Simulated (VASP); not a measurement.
OSZICAR of a VASP run on InBi (relaxed from the zinc blende structure, space group F-43m):

File OSZICAR:
```
       N       E                     dE             d eps       ncg     rms          rms(c)
DAV:   1     0.248831191978E+03    0.24883E+03   -0.14723E+04  1692   0.198E+03
DAV:   2     0.124569375171E+02   -0.23637E+03   -0.23344E+03  1698   0.439E+02
DAV:   3    -0.583550472166E+01   -0.18292E+02   -0.18204E+02  2008   0.149E+02
DAV:   4    -0.643250740410E+01   -0.59700E+00   -0.59643E+00  1960   0.285E+01
DAV:   5    -0.646924461559E+01   -0.36737E-01   -0.36734E-01  2484   0.601E+00    0.508E+00
DAV:   6    -0.633365483866E+01    0.13559E+00   -0.16693E-01  2198   0.824E+00    0.264E+00
DAV:   7    -0.628994729478E+01    0.43708E-01   -0.10384E-01  2560   0.462E+00    0.413E-01
DAV:   8    -0.628923523140E+01    0.71206E-03   -0.12121E-02  2324   0.166E+00    0.178E-01
DAV:   9    -0.628953388007E+01   -0.29865E-03   -0.73311E-04  2224   0.269E-01    0.511E-02
DAV:  10    -0.628952945327E+01    0.44268E-05   -0.40670E-05  2548   0.843E-02    0.216E-02
DAV:  11    -0.628953254384E+01   -0.30906E-05   -0.14818E-05  1806   0.444E-02    0.959E-03
DAV:  12    -0.628953225303E+01    0.29081E-06   -0.83105E-07  1266   0.128E-02
   1 F= 0.44114277E+01 E0= 0.44114076E+01  d E =0.441143E+01
       N       E                     dE             d eps       ncg     rms          rms(c)
DAV:   1    -0.310768137125E+02   -0.24787E+02   -0.51288E+02  1910   0.346E+02    0.386E+01
DAV:   2    -0.500279879432E+01    0.26074E+02   -0.69709E+01  1804   0.245E+02    0.954E+00
DAV:   3    -0.286786575267E+01    0.21349E+01   -0.81419E+00  2428   0.505E+01    0.669E+00
DAV:   4    -0.274062514907E+01    0.12724E+00   -0.11053E+00  2620   0.126E+01    0.180E+00
DAV:   5    -0.275707144286E+01   -0.16446E-01   -0.61329E-02  2080   0.331E+00    0.877E-01
DAV:   6    -0.276404420933E+01   -0.69728E-02   -0.14258E-02  2236   0.228E+00    0.192E-01
DAV:   7    -0.276390226363E+01    0.14195E-03   -0.19025E-03  2372   0.580E-01    0.118E-01
DAV:   8    -0.276391942451E+01   -0.17161E-04   -0.10071E-04  2572   0.101E-01    0.572E-02
DAV:   9    -0.276392609441E+01   -0.66699E-05   -0.87005E-06  2444   0.375E-02    0.742E-03
DAV:  10    -0.276392519960E+01    0.89481E-06   -0.47700E-07  1008   0.892E-03
   2 F= 0.54074877E+01 E0= 0.54076022E+01  d E =0.996060E+00
       N       E                     dE             d eps       ncg     rms          rms(c)
DAV:   1    -0.179974340653E+02   -0.15234E+02   -0.40525E+02  1818   0.505E+02    0.188E+01
DAV:   2    -0.820945849336E+01    0.97880E+01   -0.22961E+01  2138   0.926E+01    0.810E+00
DAV:   3    -0.577736905251E+01    0.24321E+01   -0.10081E+01  2232   0.576E+01    0.149E+00
DAV:   4    -0.574427311111E+01    0.33096E-01   -0.67864E-01  2528   0.111E+01    0.210E+00
DAV:   5    -0.573723232810E+01    0.70408E-02   -0.12579E-02  2102   0.110E+00    0.190E+00
DAV:   6    -0.572277894194E+01    0.14453E-01   -0.13762E-02  2568   0.204E+00    0.866E-01
DAV:   7    -0.572232724195E+01    0.45170E-03   -0.26299E-03  2644   0.694E-01    0.269E-01
DAV:   8    -0.572236252249E+01   -0.35281E-04   -0.20439E-04  1874   0.135E-01    0.125E-01
DAV:   9    -0.572236155430E+01    0.96819E-06   -0.39958E-05  2610   0.105E-01    0.555E-02
DAV:  10    -0.572236278762E+01   -0.12333E-05   -0.27497E-06  1492   0.207E-02    0.195E-02
DAV:  11    -0.572236248301E+01    0.30460E-06   -0.45682E-07   868   0.801E-03
   3 F= 0.42792876E+01 E0= 0.42793042E+01  d E =-.132140E+00
       N       E                     dE             d eps       ncg     rms          rms(c)
DAV:   1    -0.568546991489E+01    0.36893E-01   -0.17281E-01  1876   0.833E+00    0.477E-01
DAV:   2    -0.567967078001E+01    0.57991E-02   -0.11769E-02  2134   0.242E+00    0.177E-01
DAV:   3    -0.567866903756E+01    0.10017E-02   -0.35230E-03  2222   0.122E+00    0.706E-02
DAV:   4    -0.567866181941E+01    0.72182E-05   -0.16119E-04  1752   0.148E-01    0.337E-02
DAV:   5    -0.567865929080E+01    0.25286E-05   -0.21926E-05  2678   0.448E-02    0.165E-02
DAV:   6    -0.567866197111E+01   -0.26803E-05   -0.37661E-06  1790   0.249E-02    0.338E-03
DAV:   7    -0.567866242588E+01   -0.45477E-06   -0.90473E-07   850   0.186E-02
   4 F= 0.42785484E+01 E0= 0.42785647E+01  d E =-.132879E+00
       N       E                     dE             d eps       ncg     rms          rms(c)
DAV:   1    -0.566489524597E+01    0.13767E-01   -0.18524E-02  1876   0.274E+00    0.156E-01
DAV:   2    -0.566427257595E+01    0.62267E-03   -0.12559E-03  2154   0.790E-01    0.581E-02
DAV:   3    -0.566416598529E+01    0.10659E-03   -0.37985E-04  2222   0.400E-01    0.223E-02
DAV:   4    -0.566416638118E+01   -0.39589E-06   -0.17239E-05  1760   0.485E-02    0.106E-02
DAV:   5    -0.566416713889E+01   -0.75771E-06   -0.21916E-06  1578   0.144E-02
   5 F= 0.42785315E+01 E0= 0.42785475E+01  d E =-.132896E+00
```

Which electronic solver shows in the log?

It is blocked Davidson (ALGO = Normal, or the opening steps of other solvers). The INCAR had ALGO = Normal.

Can the final energy be trusted as converged?

The run converged. It stopped with EDIFF = 1E-6, NELM = 100, NSW = 40 and EDIFFG = -0.02 after 5 ionic steps (PBEsol GGA, plane waves, VASP's PBE PAW potentials (set 64)). Energy and stress use the plane-wave basis of the starting cell.

The structure was generated: InBi was put into the zinc blende type (F-43m), which need not be its known phase. This run relaxes it under an external pressure of 30 GPa. Symmetry was kept, so distortions that lower it aren't found.
